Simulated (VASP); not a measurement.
Write the native input for VASP 6.6.1 that does the following.

- Task: single point
- Functional: PBE
- Potentials or basis: VASP PAW PBE potentials, release 64 (In_d, P)
- Cutoff: 520 eV
- k mesh: 10 × 10 × 10
- Occupations: gaussian, width 0.05 eV
- Spin: no spin polarisation
- Dipole correction: no
- Further INCAR settings: ALGO = Normal; EDIFF = 1e-07; NBANDS = 16

The structure of InP lies in POSCAR:

```
InP
1.0
    0.0000000000      2.9305000000      2.9305000000
    2.9305000000      0.0000000000      2.9305000000
    2.9305000000      2.9305000000      0.0000000000
In P
1 1
Direct
    0.0000000000      0.0000000000      0.0000000000
    0.7500000000      0.7500000000      0.7500000000
```

The input as run:

INCAR

```
ALGO = Normal ; EDIFF = 1E-7
ENCUT = 520 ; GGA = PE
ISIF = 2 ; ISMEAR = 0
LASPH = T ; LCHARG = F
LREAL = F ; LWAVE = F
NBANDS = 16 ; NELM = 100
PREC = Accurate ; SIGMA = 0.05
```

KPOINTS

```
k-points
0
Gamma
  10 10 10
```

Potentials or basis: VASP PAW PBE potentials, release 64 (In_d, P).

Launch:

```bash
$ cat potpaw_PBE.64/In_d/POTCAR potpaw_PBE.64/P/POTCAR > POTCAR
$ mpirun -np 1 vasp_std > vasp.out
```

Results of the run:

```
Pressure               : 3.3 GPa
Band gap on the k mesh : 0.71 eV, direct
```

Caveat: spin-orbit coupling is left out, which moves the levels of the heavy elements.

Run time: 30 s on 1 thread of Intel(R) Xeon(R) Platinum 8488C (Sapphire Rapids) (shared host), peak memory 0.19 GiB.
